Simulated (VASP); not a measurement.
Calculation: LDA (Ceperley-Alder, Perdew-Zunger), VASP's LDA PAW potentials (set 64) (plane waves; VASP).

VASP ran on this input.

KPOINTS:
```
Automatic mesh
0
Gamma
9 9 9
0 0 0
```

File POSCAR:
```
SrO
1
    0.0000000000     2.5388379720     2.5388379720
    2.5388379720     0.0000000000     2.5388379720
    2.5388379720     2.5388379720     0.0000000000
Sr O
1 1
Direct
  0.5000000000   0.5000000000   0.5000000000
  0.0000000000   0.0000000000   0.0000000000
```

### INCAR
```
# general
SYSTEM    =  SrO
PREC      =  Accurate
ENCUT     =  520
LREAL     =  .FALSE.
LASPH     =  .TRUE.

# electronic loop
EDIFF     =  1E-8
NELM      =  100
ALGO      =  Normal
LMAXMIX   =  4

# smearing
ISMEAR    =  0
SIGMA     =  0.01

# ions
IBRION    =  8
NSW       =  1

# output
LWAVE     =  .FALSE.
LCHARG    =  .FALSE.

# other
LEPSILON  =  .TRUE.
```

POTCAR, in this order: Sr_sv O (LDA.64 set). Program: vasp_std.

Output

**OUTCAR**
```


 HEAD OF MICROSCOPIC STATIC DIELECTRIC TENSOR (INDEPENDENT PARTICLE, excluding Hartree and local field effects)
 ------------------------------------------------------
           4.123447     0.000000     0.000000
          -0.000000     4.123447    -0.000000
          -0.000000     0.000000     4.123447
 ------------------------------------------------------

 MACROSCOPIC STATIC DIELECTRIC TENSOR (including local field effects in DFT)
 ------------------------------------------------------
           3.898561    -0.000000    -0.000000
           0.000000     3.898561     0.000000
           0.000000     0.000000     3.898561
 ------------------------------------------------------

 PIEZOELECTRIC TENSOR (including local field effects)  for field in x, y, z        (e  Angst)
          XX          YY          ZZ          XY          YZ          ZX
  --------------------------------------------------------------------------------
  x     0.00000     0.00000     0.00000     0.00000     0.00000     0.00000
  y     0.00000     0.00000     0.00000     0.00000     0.00000     0.00000
  z     0.00000     0.00000     0.00000     0.00000     0.00000     0.00000

 PIEZOELECTRIC TENSOR (including local field effects)  for field in x, y, z        (C/m^2)
          XX          YY          ZZ          XY          YZ          ZX
  --------------------------------------------------------------------------------
  x     0.00000     0.00000     0.00000     0.00000     0.00000     0.00000
  y     0.00000     0.00000     0.00000     0.00000     0.00000     0.00000
  z     0.00000     0.00000     0.00000     0.00000     0.00000     0.00000

 BORN EFFECTIVE CHARGES (including local field effects) (in |e|, cummulative output)
 ---------------------------------------------------------------------------------
 ion    1
    1     2.47610     0.00000     0.00000
    2    -0.00000     2.47610     0.00000
    3     0.00000     0.00000     2.47610
 ion    2
    1    -2.47610    -0.00000     0.00000
    2     0.00000    -2.47610     0.00000
    3     0.00000     0.00000    -2.47610

   1 f  =    6.565473 THz    41.252083 2PiTHz  219.000602 cm-1    27.152602 meV

   2 f  =    6.565473 THz    41.252083 2PiTHz  219.000602 cm-1    27.152602 meV

   3 f  =    6.565473 THz    41.252083 2PiTHz  219.000602 cm-1    27.152602 meV

   4 f/i=    0.008111 THz     0.050965 2PiTHz    0.270565 cm-1     0.033546 meV

   5 f/i=    0.008111 THz     0.050965 2PiTHz    0.270565 cm-1     0.033546 meV

   6 f/i=    0.008111 THz     0.050965 2PiTHz    0.270565 cm-1     0.033546 meV

 MACROSCOPIC STATIC DIELECTRIC TENSOR IONIC CONTRIBUTION
 ------------------------------------------------------
          14.171940    -0.000000    -0.000000
          -0.000000    14.171940    -0.000000
          -0.000000    -0.000000    14.171940
 ------------------------------------------------------

 ELASTIC MODULI CONTR FROM IONIC RELAXATION (kBar)
 Direction    XX          YY          ZZ          XY          YZ          ZX
 --------------------------------------------------------------------------------
 XX           0.0000      0.0000      0.0000      0.0000      0.0000      0.0000
 YY           0.0000      0.0000      0.0000      0.0000      0.0000      0.0000
 ZZ           0.0000      0.0000      0.0000      0.0000      0.0000      0.0000
 XY           0.0000      0.0000      0.0000      0.0000      0.0000      0.0000
 YZ           0.0000      0.0000      0.0000      0.0000      0.0000      0.0000
 ZX           0.0000      0.0000      0.0000      0.0000      0.0000      0.0000
 --------------------------------------------------------------------------------

 PIEZOELECTRIC TENSOR IONIC CONTR  for field in x, y, z        (C/m^2)
          XX          YY          ZZ          XY          YZ          ZX
  --------------------------------------------------------------------------------
  x     0.00000     0.00000     0.00000     0.00000     0.00000     0.00000
  y     0.00000     0.00000     0.00000     0.00000     0.00000     0.00000
  z     0.00000     0.00000     0.00000     0.00000     0.00000     0.00000
```
(Selected blocks of OUTCAR.)

File OUTCAR:
```
 val. band max:        1.5311770505   @ k =   0.0000   0.0000   0.0000

 cond. band min:       4.6591848723   @ k =   0.4444   0.4444   0.0000


 Fermi energy:         1.6117863576

 k-point     1 :       0.0000    0.0000    0.0000
  band No.  band energies     occupation
      1     -30.4298      2.00000
      2     -13.2774      2.00000
      3     -12.1124      2.00000
      4     -12.1124      2.00000
      5     -12.1124      2.00000
      6       1.5312      2.00000
      7       1.5312      2.00000
      8       1.5312      2.00000
      9       5.6044      0.00000
     10       7.7131      0.00000
     11       7.7131      0.00000
     12       7.7131      0.00000

 k-point     2 :       0.1111    0.0000    0.0000
  band No.  band energies     occupation
      1     -30.4102      2.00000
      2     -13.6196      2.00000
      3     -12.1235      2.00000
      4     -12.1235      2.00000
      5     -11.8159      2.00000
      6       1.1368      2.00000
      7       1.3568      2.00000
      8       1.3568      2.00000
      9       6.1892      0.00000
     10       7.5749      0.00000
     11       7.9706      0.00000
     12       7.9706      0.00000

 k-point     3 :       0.2222    0.0000    0.0000
  band No.  band energies     occupation
      1     -30.3599      2.00000
      2     -14.1934      2.00000
      3     -12.1513      2.00000
      4     -12.1513      2.00000
      5     -11.3580      2.00000
      6       0.3610      2.00000
      7       0.9579      2.00000
      8       0.9579      2.00000
      9       7.4386      0.00000
     10       7.5583      0.00000
     11       8.6889      0.00000
     12       8.6889      0.00000

 k-point     4 :       0.3333    0.0000    0.0000
  band No.  band energies     occupation
      1     -30.3019      2.00000
      2     -14.6765      2.00000
      3     -12.1823      2.00000
      4     -12.1823      2.00000
      5     -11.0070      2.00000
      6      -0.3373      2.00000
...
```

The structure comes from a computed database's SrO entry (Fm-3m); how it stands against other phases isn't given here. It was relaxed first, which changed the volume by -5 %.
